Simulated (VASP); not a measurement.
Here is the system:

```
HgTe
1.0
    0.00000     2.91929     2.91929
    2.91929     0.00000     2.91929
    2.91929     2.91929     0.00000
Hg Te
1 1
Direct
  0.00000   0.00000   0.00000
  0.25000   0.25000   0.25000
```

Level of theory: LDA (Ceperley-Alder, Perdew-Zunger), VASP's LDA PAW potentials (set 64) (plane waves; VASP 6.6.1). Numerical set-up: 500 eV cut-off, 11×11×11 Γ-centred mesh, first-order Methfessel-Paxton smearing of 0.10 eV, potentials Hg Te.

Unless said otherwise, spin-orbit coupling is left out, though it shifts the bands of the heavy elements here.

Task: What does the run give for the energy per atom (σ→0), pressure, band gap (on the k-mesh) with the smallest direct gap where there is one?

Result: 
```json
{
 "band gap (on the k-mesh)": "none (metal, semimetal or under 0.01 eV)",
 "energy per atom (σ→0)": "-1.918 eV/atom",
 "pressure": "30.06 GPa"
}
```

Total energies compare only between runs with the same potentials, cut-off and functional.

The compound is HgTe in the zinc blende structure. It was relaxed first under an external pressure of 30 GPa.
